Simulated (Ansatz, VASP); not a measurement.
# Cross-check of KMgF3 between VASP and Ansatz, part 2 of 3

One calculation is typed for both programs; each brings its own data sets. How far apart do they land? The cell is taken from a series of runs on this material, whose earlier steps may have relaxed, scaled, displaced or heated it; both programs get it as it stands.

VASP 6.6.1 and Ansatz 0.2.0.

So far: Starting point; VASP: zone-centre phonons, PBEsol.

**2. VASP: zone-centre phonons, PBEsol (continued)**

Level of this step: PBEsol; plane waves and PAW (K_sv, Mg, F) (VASP).

Parts of OUTCAR (step 2):

```text
ion  position               nearest neighbor table
   1  0.500  0.500  0.500-   3 2.82   4 2.82   5 2.82   3 2.82   4 2.82   3 2.82   5 2.82   3 2.82
                             4 2.82   5 2.82   4 2.82   5 2.82   2 3.45   2 3.45   2 3.45   2 3.45
   2  0.000  0.000  0.000-   3 1.99   4 1.99   5 1.99   5 1.99   4 1.99   3 1.99   1 3.45   1 3.45
                             1 3.45   1 3.45   1 3.45   1 3.45   1 3.45   1 3.45
   3  0.500  0.000  0.000-   2 1.99   2 1.99   1 2.82   1 2.82   1 2.82   1 2.82
   4  0.000  0.500  0.000-   2 1.99   2 1.99   1 2.82   1 2.82   1 2.82   1 2.82
   5  0.000  0.000  0.500-   2 1.99   2 1.99   1 2.82   1 2.82   1 2.82   1 2.82

  LATTYP: Found a simple cubic cell.
 ALAT       =     3.9887688568

 Subroutine GETGRP returns: Found 48 space group operations
 (whereof 48 operations were pure point group operations)

The static configuration has the point symmetry O_h .

 Found     20 irreducible k-points:

   k-points           NKPTS =     20   k-points in BZ     NKDIM =     20   number of bands    NBANDS=     22

   dimension x,y,z NGX =    32 NGY =   32 NGZ =   32
   dimension x,y,z NGXF=    64 NGYF=   64 NGZF=   64

   ENCUT  =  600.0 eV  44.10 Ry    6.64 a.u.   7.97  7.97  7.97*2*pi/ulx,y,z

   NELECT =      32.0000    total number of electrons

 k-points in reciprocal lattice and weights: Automatic mesh
   0.00000000  0.00000000  0.00000000       0.005
   0.16666667  0.00000000  0.00000000       0.028
   0.33333333  0.00000000  0.00000000       0.028
   0.50000000  0.00000000  0.00000000       0.014
   0.16666667  0.16666667  0.00000000       0.056
   0.33333333  0.16666667  0.00000000       0.111
   0.50000000  0.16666667  0.00000000       0.056
   0.33333333  0.33333333  0.00000000       0.056
   0.50000000  0.33333333  0.00000000       0.056
[...]
0.50000000  0.50000000  0.33333333       0.028
   0.50000000  0.50000000  0.50000000       0.005

 average (electrostatic) potential at core
       1 -34.3303       2 -38.0203       3 -77.4397       4 -77.4397       5 -77.4397

  Total       -0.1270407     -0.1270407     -0.1270407     -0.0000000     -0.0000000      0.0000000
  in kB       -3.2072807     -3.2072807     -3.2072807     -0.0000000     -0.0000000      0.0000000
  external PRESSURE =      -3.2072807 kB  Pullay stress =       0.0000000 kB

  energy-cutoff  :      600.00
  volume of cell :       63.46
      direct lattice vectors                 reciprocal lattice vectors
     3.988768857  0.000000000  0.000000000     0.250703923  0.000000000  0.000000000
     0.000000000  3.988768857  0.000000000     0.000000000  0.250703923  0.000000000
     0.000000000  0.000000000  3.988768857     0.000000000  0.000000000  0.250703923

 POSITION                                       TOTAL-FORCE (eV/Angst)
 -----------------------------------------------------------------------------------
[...]
2     0.00000    -1.25145     0.00000
    3    -0.00000     0.00000    -0.96366
 ion    5
    1    -0.96366     0.00000    -0.00000
    2     0.00000    -0.96366    -0.00000
    3    -0.00000     0.00000    -1.25145

 Eigenvectors and eigenvalues of the dynamical matrix
 ----------------------------------------------------

   1 f  =   13.963424 THz    87.734779 2PiTHz  465.769679 cm-1    57.748054 meV
             X         Y         Z           dx          dy          dz
      1.994384  1.994384  1.994384     0.014288   -0.004194    0.000000
      0.000000  0.000000  0.000000    -0.533070    0.156460    0.000000
      1.994384  0.000000  0.000000     0.784817    0.029628    0.000000
      0.000000  1.994384  0.000000    -0.100946   -0.230349   -0.000000
      0.000000  0.000000  1.994384    -0.100946    0.029628    0.000000

   2 f  =   13.963424 THz    87.734779 2PiTHz  465.769679 cm-1    57.748054 meV
             X         Y         Z           dx          dy          dz
      1.994384  1.994384  1.994384    -0.004194   -0.014288   -0.000000
      0.000000  0.000000  0.000000     0.156460    0.533070   -0.000000
      1.994384  0.000000  0.000000    -0.230349    0.100946   -0.000000
      0.000000  1.994384  0.000000     0.029628   -0.784817    0.000000
      0.000000  0.000000  1.994384     0.029628    0.100946   -0.000000

   3 f  =   13.963424 THz    87.734779 2PiTHz  465.769679 cm-1    57.748054 meV
             X         Y         Z           dx          dy          dz
      1.994384  1.994384  1.994384    -0.000000   -0.000000    0.014891
      0.000000  0.000000  0.000000     0.000000    0.000000   -0.555557
      1.994384  0.000000  0.000000    -0.000000    0.000000   -0.105204
      0.000000  1.994384  0.000000     0.000000   -0.000000   -0.105204
      0.000000  0.000000  1.994384     0.000000    0.000000    0.817923

   4 f  =    8.528459 THz    53.585890 2PiTHz  284.478782 cm-1    35.270858 meV
             X         Y         Z           dx          dy          dz
      1.994384  1.994384  1.994384    -0.016264   -0.079664    0.027380
      0.000000  0.000000  0.000000     0.124873    0.611658   -0.210219
      1.994384  0.000000  0.000000     0.061930   -0.441432    0.151715
      0.000000  1.994384  0.000000    -0.090120    0.303350    0.151715
      0.000000  0.000000  1.994384    -0.090120   -0.441432   -0.104257

   5 f  =    8.528459 THz    53.585890 2PiTHz  284.478782 cm-1    35.270858 meV
             X         Y         Z           dx          dy          dz
      1.994384  1.994384  1.994384     0.018368    0.023860    0.080336
      0.000000  0.000000  0.000000    -0.141030   -0.183199   -0.616814
      1.994384  0.000000  0.000000    -0.069943    0.132214    0.445153
      0.000000  1.994384  0.000000     0.101781   -0.090857    0.445153
      0.000000  0.000000  1.994384     0.101781    0.132214   -0.305907

   6 f  =    8.528459 THz    53.585890 2PiTHz  284.478782 cm-1    35.270858 meV
             X         Y         Z           dx          dy          dz
      1.994384  1.994384  1.994384    -0.082211    0.021091    0.012533
      0.000000  0.000000  0.000000     0.631212   -0.161936   -0.096225
      1.994384  0.000000  0.000000     0.313047    0.116869    0.069445
      0.000000  1.994384  0.000000    -0.455544   -0.080312    0.069445
      0.000000  0.000000  1.994384    -0.455544    0.116869   -0.047722

   7 f  =    5.546014 THz    34.846633 2PiTHz  184.995108 cm-1    22.936460 meV
             X         Y         Z           dx          dy          dz
      1.994384  1.994384  1.994384    -0.000000    0.000000    0.000000
      0.000000  0.000000  0.000000    -0.000000    0.000000   -0.000000
      1.994384  0.000000  0.000000    -0.000000    0.007281    0.330426
      0.000000  1.994384  0.000000     0.625113    0.000000   -0.330426
      0.000000  0.000000  1.994384    -0.625113   -0.007281   -0.000000

   8 f  =    5.546014 THz    34.846633 2PiTHz  184.995108 cm-1    22.936460 meV
             X         Y         Z           dx          dy          dz
      1.994384  1.994384  1.994384    -0.000000    0.000000   -0.000000
      0.000000  0.000000  0.000000     0.000000   -0.000000   -0.000000
      1.994384  0.000000  0.000000     0.000000   -0.067241   -0.621989
      0.000000  1.994384  0.000000     0.329558   -0.000000    0.621989
      0.000000  0.000000  1.994384    -0.329558    0.067241    0.000000

   9 f  =    5.546014 THz    34.846633 2PiTHz  184.995108 cm-1    22.936460 meV
             X         Y         Z           dx          dy          dz
      1.994384  1.994384  1.994384    -0.000000   -0.000000    0.000000
      0.000000  0.000000  0.000000     0.000000    0.000000   -0.000000
      1.994384  0.000000  0.000000    -0.000000   -0.703865    0.062837
      0.000000  1.994384  0.000000    -0.025017    0.000000   -0.062837
      0.000000  0.000000  1.994384     0.025017    0.703865   -0.000000

  10 f  =    4.412072 THz    27.721866 2PiTHz  147.170880 cm-1    18.246855 meV
             X         Y         Z           dx          dy          dz
      1.994384  1.994384  1.994384    -0.558760    0.593833   -0.026149
      0.000000  0.000000  0.000000     0.161327   -0.171453    0.007550
      1.994384  0.000000  0.000000     0.177129   -0.237050    0.010438
      0.000000  1.994384  0.000000     0.223049   -0.188247    0.010438
      0.000000  0.000000  1.994384     0.223049   -0.237050    0.008289

  11 f  =    4.412072 THz    27.721866 2PiTHz  147.170880 cm-1    18.246855 meV
             X         Y         Z           dx          dy          dz
      1.994384  1.994384  1.994384     0.594104    0.559081    0.001505
      0.000000  0.000000  0.000000    -0.171532   -0.161420   -0.000435
      1.994384  0.000000  0.000000    -0.188333   -0.223178   -0.000601
      0.000000  1.994384  0.000000    -0.237158   -0.177231   -0.000601
      0.000000  0.000000  1.994384    -0.237158   -0.223178   -0.000477

  12 f  =    4.412072 THz    27.721866 2PiTHz  147.170880 cm-1    18.246855 meV
             X         Y         Z           dx          dy          dz
      1.994384  1.994384  1.994384    -0.019016    0.018012    0.815382
      0.000000  0.000000  0.000000     0.005490   -0.005200   -0.235420
      1.994384  0.000000  0.000000     0.006028   -0.007190   -0.325490
      0.000000  1.994384  0.000000     0.007591   -0.005710   -0.325490
      0.000000  0.000000  1.994384     0.007591   -0.007190   -0.258479

  13 f/i=    0.013038 THz     0.081919 2PiTHz    0.434893 cm-1     0.053920 meV
             X         Y         Z           dx          dy          dz
      1.994384  1.994384  1.994384    -0.024182    0.096125   -0.563080
      0.000000  0.000000  0.000000    -0.019008    0.075558   -0.442600
      1.994384  0.000000  0.000000    -0.016780    0.066592   -0.390081
      0.000000  1.994384  0.000000    -0.016753    0.066701   -0.390081
      0.000000  0.000000  1.994384    -0.016753    0.066592   -0.390722

  14 f/i=    0.013038 THz     0.081919 2PiTHz    0.434893 cm-1     0.053920 meV
             X         Y         Z           dx          dy          dz
      1.994384  1.994384  1.994384     0.081709   -0.557206   -0.098631
      0.000000  0.000000  0.000000     0.064226   -0.437984   -0.077528
      1.994384  0.000000  0.000000     0.056698   -0.386012   -0.068328
      0.000000  1.994384  0.000000     0.056605   -0.386647   -0.068328
      0.000000  0.000000  1.994384     0.056605   -0.386012   -0.068441

  15 f/i=    0.013038 THz     0.081919 2PiTHz    0.434893 cm-1     0.053920 meV
             X         Y         Z           dx          dy          dz
      1.994384  1.994384  1.994384    -0.565351   -0.084643    0.009830
      0.000000  0.000000  0.000000    -0.444386   -0.066532    0.007727
      1.994384  0.000000  0.000000    -0.392299   -0.058638    0.006810
      0.000000  1.994384  0.000000    -0.391655   -0.058734    0.006810
      0.000000  0.000000  1.994384    -0.391655   -0.058638    0.006821

 MACROSCOPIC STATIC DIELECTRIC TENSOR IONIC CONTRIBUTION
 ------------------------------------------------------
           4.654230     0.000000    -0.000000
           0.000000     4.654230     0.000000
          -0.000000     0.000000     4.654230
 ------------------------------------------------------

 ELASTIC MODULI CONTR FROM IONIC RELAXATION (kBar)
 Direction    XX          YY          ZZ          XY          YZ          ZX
 --------------------------------------------------------------------------------
 XX           0.0000      0.0000      0.0000      0.0000      0.0000      0.0000
 YY           0.0000      0.0000      0.0000      0.0000      0.0000      0.0000
 ZZ           0.0000      0.0000      0.0000      0.0000      0.0000      0.0000
 XY           0.0000      0.0000      0.0000      0.0000      0.0000      0.0000
 YZ           0.0000      0.0000      0.0000      0.0000      0.0000      0.0000
 ZX           0.0000      0.0000      0.0000      0.0000      0.0000      0.0000
 --------------------------------------------------------------------------------

 PIEZOELECTRIC TENSOR IONIC CONTR  for field in x, y, z        (C/m^2)
          XX          YY          ZZ          XY          YZ          ZX
  --------------------------------------------------------------------------------
  x     0.00000     0.00000     0.00000     0.00000     0.00000     0.00000
  y     0.00000     0.00000     0.00000     0.00000     0.00000     0.00000
  z     0.00000     0.00000     0.00000     0.00000     0.00000     0.00000
```

[end of part 2 of 3]

[Lines on the potential files, build, host, timing and source positions are cut from VASP's logs without a mark.]

[Logs are printed without paths, hosts, clocks, repeated set-up lines and the standing remarks that a program may print on its own settings, such as how far it seeks lower states.]

[Hosts, paths, dates, database ids (printed as entryN), source tags and the programs' standing remarks are cut or masked in the printed files.]
